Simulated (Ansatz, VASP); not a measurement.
# Li2GeH6: VASP beside Ansatz

Contents of INCAR:

```
ALGO     = Fast           # electronic algorithm
EDIFF    = 1E-6           # SCF threshold, eV
ENCUT    = 520            # plane-wave cutoff, eV
GGA      = PE             # functional
ISIF     = 2              # what is computed and relaxed
ISMEAR   = 0              # smearing method
LASPH    = T              # aspherical terms in the spheres
LCHARG   = T              # write CHGCAR
LELF     = T              # ELF
LREAL    = F              # projectors in reciprocal space
LVHAR    = T            
LWAVE    = F              # write WAVECAR
NBANDS   = 23             # bands
NELM     = 60             # most SCF steps
PREC     = Accurate       # precision mode
SIGMA    = 0.1            # smearing width, eV
```

The input KPOINTS:

```
k-points
0
Gamma
  3 3 4
```

POSCAR

```
Li2GeH6
1.0
    5.8835700000      0.0000000000      0.0000000000
   -2.9417850000      5.0953210800      0.0000000000
    0.0000000000      0.0000000000      4.9421988000
Li Ge H
2 1 6
Direct
    0.3333333300      0.6666666700      0.7500000000
    0.6666666700      0.3333333300      0.2500000000
    0.0000000000      0.0000000000      0.0000000000
    0.8333333300      0.6666666700      0.7500000000
    0.3333333300      0.1666666700      0.7500000000
    0.8333333300      0.1666666700      0.7500000000
    0.1666666700      0.3333333300      0.2500000000
    0.6666666700      0.8333333300      0.2500000000
    0.1666666700      0.8333333300      0.2500000000
```

Input for Ansatz:

```yaml
crystal:
  lattice:
    - [5.88357, 0.0, 0.0]
    - [-2.941785, 5.09532108, 0.0]
    - [0.0, 0.0, 4.9421988]
  atoms:
    - { symbol: Li, position: [0.33333333, 0.66666667, 0.75] }
    - { symbol: Li, position: [0.66666667, 0.33333333, 0.25] }
    - { symbol: Ge, position: [0.0, 0.0, 0.0] }
    - { symbol: H, position: [0.83333333, 0.66666667, 0.75] }
    - { symbol: H, position: [0.33333333, 0.16666667, 0.75] }
    - { symbol: H, position: [0.83333333, 0.16666667, 0.75] }
    - { symbol: H, position: [0.16666667, 0.33333333, 0.25] }
    - { symbol: H, position: [0.66666667, 0.83333333, 0.25] }
    - { symbol: H, position: [0.16666667, 0.83333333, 0.25] }
basis:
  ecutwfc: 420
kpoints:
  mp_grid: { grid: [3, 3, 4] }
hamiltonian:
  xc: pbe
scf:
  occupations: { method: gaussian, width: 0.1 }
  lower_state_search: "off"
output:
  forces: true
  stress: true
  eigenvalues: true
```

Alike in both runs: task single point; functional PBE; k mesh 3 × 3 × 4; occupations gaussian, width 0.1 eV; no spin polarisation.

|  | VASP | Ansatz |
| --- | --- | --- |
| version | VASP 6.6.1 | Ansatz 0.2.0 |
| potentials or method | VASP PAW PBE potentials, release 64 (Li_sv, Ge_d, H) | scalar-relativistic, plane waves, PAW |
| plane-wave cutoff (eV) | 520 | 420 |
| valence electrons in the cell | 26 | 26 |

|  | VASP | Ansatz | Ansatz less VASP |
| --- | --- | --- | --- |
| gap on the k mesh at the Fermi level (eV) | none | none | - |
| rms of the force components (eV/Å) | 0.593 | 0.594 | +0.0005 |

Atom by atom the forces differ by 0.001 eV/Å (rms over components). A gap of «none» marks a metal or a gap that the smearing closes.

Caveats: the k mesh is coarse (spacing up to 0.41 Å⁻¹), so the values aren't converged; forces of over 1 eV/Å show positions far from the minimum, so gaps and moduli don't describe the material at rest.
